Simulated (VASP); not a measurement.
A cell of Tb (hcp) near equilibrium:

```yaml
crystal:
  lattice:
    - [1.83569, -3.17951, 0.00000]
    - [1.83569, 3.17951, 0.00000]
    - [0.00000, 0.00000, 5.60365]
  atoms:
    - { symbol: Tb, position: [0.33333, 0.66667, 0.25000] }
    - { symbol: Tb, position: [0.66667, 0.33333, 0.75000] }
```

All values below come from r2SCAN meta-GGA, VASP's PBE PAW potentials (set 64) (plane waves; VASP).

The 4f electrons are frozen in the core of the lanthanide potential, so 4f levels, which can set the real gap, and their magnetism are missing.

```csv
run,ΔE (meV/atom),σxx,σyy,σzz,"largest shear component, with its sign (GPa)",largest force (eV/Å)
as it is,0.0,-0.02,-0.02,-0.02,0.00,0.000
after one change,1.0,-0.32,0.14,-0.05,0.00,0.080
```
Stress is in GPa, positive when the cell is compressed.

**Question.** Name the change that produced these shifts.
(A) atom 1 (Tb) moved by -0.050 Å along y
(B) uniaxial strain of +1.0 % along y with the ions relaxed
(C) biaxial strain of +0.5 % in the xy plane
(D) atom 1 (Tb) moved by 0.150 Å along z

**Answer.** A, atom 1 (Tb) moved by -0.050 Å along y

The compound is Tb in the hcp structure.
